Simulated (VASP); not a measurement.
A cell of Pb (fcc) near equilibrium:

```xyz
1
Lattice="0.0000 2.5134 2.5134 2.5134 0.0000 2.5134 2.5134 2.5134 0.0000" Properties=species:S:1:pos:R:3 pbc="T T T"
Pb     0.0000     2.5134     2.5134
```

Level of theory: PBE GGA, VASP's PBE PAW potentials (set 64) (plane waves; VASP).

```json
[
 {"run": "as it is", "ΔE (meV/atom)": "0.0", "σxx": "0.55", "σyy": "0.55", "σzz": "0.55", "largest shear component, with its sign (GPa)": "0.00", "largest force (eV/Å)": "0.000"},
 {"run": "after one change", "ΔE (meV/atom)": "6.9", "σxx": "-1.61", "σyy": "-1.61", "σzz": "-1.61", "largest shear component, with its sign (GPa)": "0.00", "largest force (eV/Å)": "0.000"}
]
```
Stress is in GPa, positive when the cell is compressed.

**Question.** Name the change that produced these shifts.
A. isotropic strain of +2.0 %
B. biaxial strain of +2.0 % in the yz plane
C. biaxial strain of -2.0 % in the xy plane
D. isotropic strain of +0.5 %

**Answer.** A, isotropic strain of +2.0 %

The compound is Pb in the fcc structure.
